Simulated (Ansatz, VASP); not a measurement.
# Te2As in two plane-wave programs, part 3 of 3

Aim: how closely do two programs agree when they are given the same cell, functional and k mesh? The cell is generated by rule, not measured, and may not be a known phase. The cell is taken from a series of runs on this material, whose earlier steps may have relaxed, scaled, displaced or heated it; both programs get it as it stands.

VASP 6.6.1 and Ansatz 0.2.0.

So far: The structure; Ansatz: zone-centre phonons, LDA; VASP: zone-centre phonons, LDA.

## (3) VASP: zone-centre phonons, LDA (continued)

Level of this step: LDA; plane waves and PAW (As, Te); invented cell (VASP).

Numbers of over 12 decimals in the logs are rounded to 6 here.

OUTCAR, selected parts (step 3):

```text
ion  position               nearest neighbor table
   1  0.120  0.250  0.096-   4 2.75   6 2.75   5 2.95   3 2.95   4 3.12   6 3.12
   2  0.880  0.750  0.904-   3 2.75   5 2.75   4 2.95   6 2.95   3 3.12   5 3.12
   3  0.260  0.997  0.740-   2 2.75   1 2.95   6 3.03   2 3.12   6 3.14
   4  0.740  0.497  0.260-   1 2.75   2 2.95   5 3.03   1 3.12   5 3.14
   5  0.260  0.503  0.740-   2 2.75   1 2.95   4 3.03   2 3.12   4 3.14
   6  0.740  0.003  0.260-   1 2.75   2 2.95   3 3.03   1 3.12   3 3.14

  LATTYP: Found a simple monoclinic cell.
 ALAT       =     4.0874125624
 B/A-ratio  =     1.8716399678
 C/A-ratio  =     1.3889449569
 COS(beta)  =    -0.2381662280

 Subroutine GETGRP returns: Found  4 space group operations
 (whereof  2 operations were pure point group operations)

The static configuration has the point symmetry S_2 .
 The point group associated with its full space group is C_2h.

 Found     78 irreducible k-points:

   k-points           NKPTS =     78   k-points in BZ     NKDIM =     78   number of bands    NBANDS=     23

   dimension x,y,z NGX =    30 NGY =   56 NGZ =   42
   dimension x,y,z NGXF=    60 NGYF=  112 NGZF=   84

   ENCUT  =  500.0 eV  36.75 Ry    6.06 a.u.   7.45 13.95 10.35*2*pi/ulx,y,z

   NELECT =      34.0000    total number of electrons

 k-points in reciprocal lattice and weights: Automatic mesh
   0.00000000  0.00000000  0.00000000       0.005
   0.12500000  0.00000000  0.00000000       0.010
   0.25000000  0.00000000  0.00000000       0.010
   0.37500000  0.00000000  0.00000000       0.010
   0.50000000  0.00000000  0.00000000       0.005
   0.00000000  0.25000000  0.00000000       0.010
   0.12500000  0.25000000  0.00000000       0.021
   0.25000000  0.25000000  0.00000000       0.021
   0.37500000  0.25000000  0.00000000       0.021
[...]
-----------------------------------------------------------------------------------
    total drift:                               -0.000000      0.000000      0.000000

 Eigenvectors and eigenvalues of the dynamical matrix
 ----------------------------------------------------

   1 f  =    5.106484 THz    32.084988 2PiTHz  170.333987 cm-1    21.118713 meV
             X         Y         Z           dx          dy          dz
      0.368033  1.912541  0.524255    -0.000000    0.644996    0.000000
      2.420836  5.737624  4.962670     0.000000   -0.644996    0.000000
      0.103178  7.625258  4.076893     0.121404    0.128502   -0.103626
      2.685690  3.800176  1.410033     0.121404   -0.128502   -0.103626
      0.103178  3.849989  4.076893    -0.121404    0.128502    0.103626
      2.685690  0.024907  1.410033    -0.121404   -0.128502    0.103626

   2 f  =    3.954638 THz    24.847721 2PiTHz  131.912514 cm-1    16.355060 meV
             X         Y         Z           dx          dy          dz
      0.368033  1.912541  0.524255    -0.392421   -0.000000    0.458599
      2.420836  5.737624  4.962670    -0.392421    0.000000    0.458599
      0.103178  7.625258  4.076893     0.149016    0.119556   -0.177050
      2.685690  3.800176  1.410033     0.149016   -0.119556   -0.177050
      0.103178  3.849989  4.076893     0.149016   -0.119556   -0.177050
      2.685690  0.024907  1.410033     0.149016    0.119556   -0.177050

   3 f  =    3.917445 THz    24.614031 2PiTHz  130.671889 cm-1    16.201242 meV
             X         Y         Z           dx          dy          dz
      0.368033  1.912541  0.524255     0.409634    0.000000   -0.102846
      2.420836  5.737624  4.962670    -0.409634   -0.000000    0.102846
      0.103178  7.625258  4.076893     0.206689    0.227990   -0.257121
      2.685690  3.800176  1.410033    -0.206689    0.227990    0.257121
      0.103178  3.849989  4.076893     0.206689   -0.227990   -0.257121
      2.685690  0.024907  1.410033    -0.206689   -0.227990    0.257121

   4 f  =    3.621421 THz    22.754057 2PiTHz  120.797588 cm-1    14.976985 meV
             X         Y         Z           dx          dy          dz
      0.368033  1.912541  0.524255    -0.222134   -0.000000    0.165393
      2.420836  5.737624  4.962670     0.222134   -0.000000   -0.165393
      0.103178  7.625258  4.076893    -0.237602    0.008073   -0.393866
      2.685690  3.800176  1.410033     0.237602    0.008073    0.393866
      0.103178  3.849989  4.076893    -0.237602   -0.008073   -0.393866
      2.685690  0.024907  1.410033     0.237602   -0.008073    0.393866

   5 f  =    3.486912 THz    21.908913 2PiTHz  116.310859 cm-1    14.420702 meV
             X         Y         Z           dx          dy          dz
      0.368033  1.912541  0.524255     0.000000    0.523829    0.000000
      2.420836  5.737624  4.962670    -0.000000    0.523829   -0.000000
      0.103178  7.625258  4.076893    -0.202604   -0.200663    0.177447
      2.685690  3.800176  1.410033     0.202604   -0.200663   -0.177447
      0.103178  3.849989  4.076893     0.202604   -0.200663   -0.177447
      2.685690  0.024907  1.410033    -0.202604   -0.200663    0.177447

   6 f  =    3.408891 THz    21.418691 2PiTHz  113.708351 cm-1    14.098032 meV
             X         Y         Z           dx          dy          dz
      0.368033  1.912541  0.524255    -0.000000    0.001017   -0.000000
      2.420836  5.737624  4.962670    -0.000000   -0.001017   -0.000000
      0.103178  7.625258  4.076893    -0.293027   -0.049931   -0.402047
      2.685690  3.800176  1.410033    -0.293027    0.049931   -0.402047
      0.103178  3.849989  4.076893     0.293027   -0.049931    0.402047
      2.685690  0.024907  1.410033     0.293027    0.049931    0.402047

   7 f  =    3.214961 THz    20.200193 2PiTHz  107.239541 cm-1    13.296003 meV
             X         Y         Z           dx          dy          dz
      0.368033  1.912541  0.524255    -0.028893    0.000000   -0.213750
      2.420836  5.737624  4.962670    -0.028893    0.000000   -0.213750
      0.103178  7.625258  4.076893     0.010608    0.469127    0.080903
      2.685690  3.800176  1.410033     0.010608   -0.469127    0.080903
      0.103178  3.849989  4.076893     0.010608   -0.469127    0.080903
      2.685690  0.024907  1.410033     0.010608    0.469127    0.080903

   8 f  =    3.004207 THz    18.875987 2PiTHz  100.209546 cm-1    12.424395 meV
             X         Y         Z           dx          dy          dz
      0.368033  1.912541  0.524255    -0.483062   -0.000000   -0.363004
      2.420836  5.737624  4.962670    -0.483062   -0.000000   -0.363004
      0.103178  7.625258  4.076893     0.183249   -0.125004    0.135031
      2.685690  3.800176  1.410033     0.183249    0.125004    0.135031
      0.103178  3.849989  4.076893     0.183249    0.125004    0.135031
      2.685690  0.024907  1.410033     0.183249   -0.125004    0.135031

   9 f  =    2.907810 THz    18.270309 2PiTHz   96.994101 cm-1    12.025730 meV
             X         Y         Z           dx          dy          dz
      0.368033  1.912541  0.524255     0.205266    0.000000    0.402869
      2.420836  5.737624  4.962670    -0.205266   -0.000000   -0.402869
      0.103178  7.625258  4.076893     0.167202   -0.336532   -0.081059
      2.685690  3.800176  1.410033    -0.167202   -0.336532    0.081059
      0.103178  3.849989  4.076893     0.167202    0.336532   -0.081059
      2.685690  0.024907  1.410033    -0.167202    0.336532    0.081059

  10 f  =    2.608185 THz    16.387708 2PiTHz   86.999678 cm-1    10.786581 meV
             X         Y         Z           dx          dy          dz
      0.368033  1.912541  0.524255    -0.000000   -0.282426   -0.000000
      2.420836  5.737624  4.962670    -0.000000    0.282426   -0.000000
      0.103178  7.625258  4.076893     0.324480    0.192011   -0.260696
      2.685690  3.800176  1.410033     0.324480   -0.192011   -0.260696
      0.103178  3.849989  4.076893    -0.324480    0.192011    0.260696
      2.685690  0.024907  1.410033    -0.324480   -0.192011    0.260696

  11 f  =    2.205505 THz    13.857598 2PiTHz   73.567734 cm-1     9.121232 meV
             X         Y         Z           dx          dy          dz
      0.368033  1.912541  0.524255    -0.483439   -0.000000    0.101100
      2.420836  5.737624  4.962670     0.483439   -0.000000   -0.101100
      0.103178  7.625258  4.076893     0.341986    0.094267   -0.046820
      2.685690  3.800176  1.410033    -0.341986    0.094267    0.046820
      0.103178  3.849989  4.076893     0.341986   -0.094267   -0.046820
      2.685690  0.024907  1.410033    -0.341986   -0.094267    0.046820

  12 f  =    2.034759 THz    12.784770 2PiTHz   67.872266 cm-1     8.415085 meV
             X         Y         Z           dx          dy          dz
      0.368033  1.912541  0.524255     0.000000   -0.326269    0.000000
      2.420836  5.737624  4.962670    -0.000000   -0.326269   -0.000000
      0.103178  7.625258  4.076893    -0.375755    0.128387    0.197735
      2.685690  3.800176  1.410033     0.375755    0.128387   -0.197735
      0.103178  3.849989  4.076893     0.375755    0.128387   -0.197735
      2.685690  0.024907  1.410033    -0.375755    0.128387    0.197735

  13 f  =    2.031390 THz    12.763598 2PiTHz   67.759869 cm-1     8.401149 meV
             X         Y         Z           dx          dy          dz
      0.368033  1.912541  0.524255    -0.000000   -0.064919   -0.000000
      2.420836  5.737624  4.962670     0.000000    0.064919    0.000000
      0.103178  7.625258  4.076893    -0.210022    0.440597    0.098272
      2.685690  3.800176  1.410033    -0.210022   -0.440597    0.098272
      0.103178  3.849989  4.076893     0.210022    0.440597   -0.098272
      2.685690  0.024907  1.410033     0.210022   -0.440597   -0.098272
    [... 43 further lines ...]
      0.103178  3.849989  4.076893     0.213839   -0.000310    0.385826
      2.685690  0.024907  1.410033     0.213839    0.000310    0.385826

 ELASTIC MODULI CONTR FROM IONIC RELAXATION (kBar)
 Direction    XX          YY          ZZ          XY          YZ          ZX
 --------------------------------------------------------------------------------
 XX        -283.8894   -245.4561   -153.4060      0.0000     -0.0000    138.2817
 YY        -245.4561   -351.1660   -176.4249      0.0000     -0.0000     99.9050
 ZZ        -153.4060   -176.4249   -192.4718      0.0000     -0.0000     54.9838
 XY           0.0000      0.0000      0.0000   -269.9754    189.1737     -0.0000
 YZ          -0.0000     -0.0000     -0.0000    189.1737   -156.4483      0.0000
 ZX         138.2817     99.9050     54.9838     -0.0000      0.0000    -87.4844
 --------------------------------------------------------------------------------
```

Energies printed during the response cycles are not total energies of the cell. The k-mesh is coarse for a metal.

## (4) Differences

Known differences besides the potentials themselves: the two LDA forms differ slightly; the data sets hold 94 valence electrons in Ansatz (on its default PAW (the set named soft_2) files) and 34 in VASP; the cutoff is 420 eV in Ansatz and 500 eV in VASP; VASP's log shows a relativistic correction to its local exchange, Ansatz's none. Total energies have different zeros and are not compared.

The two programs side by side:

```tsv
quantity	Ansatz	VASP	difference
optical mode 1 (imaginary, printed as negative) (cm⁻¹)	-5.0	4.1	-9.1
optical mode 2 (cm⁻¹)	51.7	51.3	+0.74 %
optical mode 3 (cm⁻¹)	63.3	67.8	-6.64 %
optical mode 4 (cm⁻¹)	64.9	67.9	-4.35 %
optical mode 5 (cm⁻¹)	72.9	73.6	-0.93 %
optical mode 6 (cm⁻¹)	86.2	87.0	-0.91 %
optical mode 7 (cm⁻¹)	95.6	97.0	-1.46 %
optical mode 8 (cm⁻¹)	99.3	100.2	-0.89 %
optical mode 9 (cm⁻¹)	107.0	107.2	-0.26 %
optical mode 10 (cm⁻¹)	108.6	113.7	-4.48 %
optical mode 11 (cm⁻¹)	113.1	116.3	-2.78 %
optical mode 12 (cm⁻¹)	118.8	120.8	-1.68 %
optical mode 13 (cm⁻¹)	128.3	130.7	-1.80 %
optical mode 14 (cm⁻¹)	129.4	131.9	-1.92 %
optical mode 15 (cm⁻¹)	166.3	170.3	-2.38 %
```

Modes are paired by rising frequency, not by their patterns, so a pair may set unlike modes beside each other; they are those without the splitting of longitudinal modes.

## (5) Summary of results

| Property | Result |
| --- | --- |
| r.m.s. difference of the optical zone-centre modes, each program's sorted by frequency (zone-centre phonons, LDA) | 3.5 cm⁻¹ |
| difference in optical mode 3 (zone-centre phonons, LDA) | -6.6 % |

The r.m.s. difference of the optical zone-centre modes, each program's sorted by frequency is 3.5 cm⁻¹ (zone-centre phonons, LDA). The data sets hold unlike numbers of valence electrons (94 in Ansatz and 34 in VASP), so part of the differences comes from the potentials. Among the rows given in per cent, the largest difference of the zone-centre phonons, LDA pair is in optical mode 3, -6.6 %. How closely two codes agree says nothing of how well the functional describes the real material.

[Lines on the potential files, build, host, timing and source positions are cut from VASP's logs without a mark.]

[Logs are printed without paths, hosts, clocks, repeated set-up lines and the standing remarks that a program may print on its own settings, such as how far it seeks lower states.]

[Hosts, paths, dates, database ids (printed as entryN), source tags and the programs' standing remarks are cut or masked in the printed files.]
